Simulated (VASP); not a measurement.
Given:

```
CELL_PARAMETERS angstrom
      0.00000     3.44500     3.44500
      3.44500     0.00000     3.44500
      3.44500     3.44500     0.00000
ATOMIC_POSITIONS crystal
  Rb 0.00000 0.00000 0.00000
  Br 0.50000 0.50000 0.50000
```

These are G0W0 on PBE orbitals, VASP's PBE PAW potentials (set 64) (plane waves; VASP 6.6.1) values and carry that method's errors. Numerical set-up: PREC = Normal, 500 eV cut-off, 6×6×6 Γ-centred mesh, Gaussian smearing of 0.010 eV, potentials Rb_sv_GW Br_GW.

The mesh is coarse and the basis finite, so the quasiparticle values are not converged.

NBANDS = 120, ENCUTGW = 180 eV, NOMEGA = 64. The PBE levels (eV) that the step starts from are:

```json
[
 {"state": "k1 (0.00, 0.00, 0.00), band 5", "KS energy": "-9.73", "filling": "2"},
 {"state": "k1 (0.00, 0.00, 0.00), band 6", "KS energy": "-1.20", "filling": "2"},
 {"state": "k1 (0.00, 0.00, 0.00), band 7", "KS energy": "-1.20", "filling": "2"},
 {"state": "k1 (0.00, 0.00, 0.00), band 8", "KS energy": "-1.20", "filling": "2"},
 {"state": "k1 (0.00, 0.00, 0.00), band 9", "KS energy": "3.11", "filling": "0"},
 {"state": "k1 (0.00, 0.00, 0.00), band 10", "KS energy": "6.07", "filling": "0"},
 {"state": "k1 (0.00, 0.00, 0.00), band 11", "KS energy": "6.07", "filling": "0"},
 {"state": "k1 (0.00, 0.00, 0.00), band 12", "KS energy": "6.07", "filling": "0"},
 {"state": "k3 (0.33, 0.00, 0.00), band 5", "KS energy": "-9.69", "filling": "2"},
 {"state": "k3 (0.33, 0.00, 0.00), band 6", "KS energy": "-1.97", "filling": "2"},
 {"state": "k3 (0.33, 0.00, 0.00), band 7", "KS energy": "-1.47", "filling": "2"},
 {"state": "k3 (0.33, 0.00, 0.00), band 8", "KS energy": "-1.47", "filling": "2"},
 {"state": "k3 (0.33, 0.00, 0.00), band 9", "KS energy": "4.99", "filling": "0"},
 {"state": "k3 (0.33, 0.00, 0.00), band 10", "KS energy": "6.07", "filling": "0"},
 {"state": "k3 (0.33, 0.00, 0.00), band 11", "KS energy": "7.29", "filling": "0"},
 {"state": "k3 (0.33, 0.00, 0.00), band 12", "KS energy": "7.29", "filling": "0"},
 {"state": "k13 (0.50, 0.50, 0.00), band 5", "KS energy": "-9.79", "filling": "2"},
 {"state": "k13 (0.50, 0.50, 0.00), band 6", "KS energy": "-1.67", "filling": "2"},
 {"state": "k13 (0.50, 0.50, 0.00), band 7", "KS energy": "-1.36", "filling": "2"},
 {"state": "k13 (0.50, 0.50, 0.00), band 8", "KS energy": "-1.36", "filling": "2"},
 {"state": "k13 (0.50, 0.50, 0.00), band 9", "KS energy": "4.42", "filling": "0"},
 {"state": "k13 (0.50, 0.50, 0.00), band 10", "KS energy": "5.86", "filling": "0"},
 {"state": "k13 (0.50, 0.50, 0.00), band 11", "KS energy": "7.92", "filling": "0"},
 {"state": "k13 (0.50, 0.50, 0.00), band 12", "KS energy": "7.97", "filling": "0"}
]
```

**Question.** Give the quasiparticle energies and renormalisation factors Z.

**Answer.** 
```csv
state,QP energy (eV),Z
"k1 (0.00, 0.00, 0.00), band 5",-12.29,0.81
"k1 (0.00, 0.00, 0.00), band 6",-2.95,0.80
"k1 (0.00, 0.00, 0.00), band 7",-2.95,0.80
"k1 (0.00, 0.00, 0.00), band 8",-2.95,0.80
"k1 (0.00, 0.00, 0.00), band 9",3.76,0.86
"k1 (0.00, 0.00, 0.00), band 10",7.15,0.85
"k1 (0.00, 0.00, 0.00), band 11",7.15,0.85
"k1 (0.00, 0.00, 0.00), band 12",7.15,0.85
"k3 (0.33, 0.00, 0.00), band 5",-12.21,0.81
"k3 (0.33, 0.00, 0.00), band 6",-3.84,0.79
"k3 (0.33, 0.00, 0.00), band 7",-3.25,0.79
"k3 (0.33, 0.00, 0.00), band 8",-3.25,0.79
"k3 (0.33, 0.00, 0.00), band 9",5.73,0.85
"k3 (0.33, 0.00, 0.00), band 10",6.98,0.84
"k3 (0.33, 0.00, 0.00), band 11",8.48,0.84
"k3 (0.33, 0.00, 0.00), band 12",8.48,0.84
"k13 (0.50, 0.50, 0.00), band 5",-12.36,0.81
"k13 (0.50, 0.50, 0.00), band 6",-3.51,0.80
"k13 (0.50, 0.50, 0.00), band 7",-3.14,0.80
"k13 (0.50, 0.50, 0.00), band 8",-3.14,0.80
"k13 (0.50, 0.50, 0.00), band 9",5.18,0.86
"k13 (0.50, 0.50, 0.00), band 10",6.87,0.85
"k13 (0.50, 0.50, 0.00), band 11",8.60,0.82
"k13 (0.50, 0.50, 0.00), band 12",9.61,0.84
```
On the mesh the gap opens from 4.32 to 6.71 eV.

The compound is RbBr in the rock salt structure. The cell was not relaxed at this level.
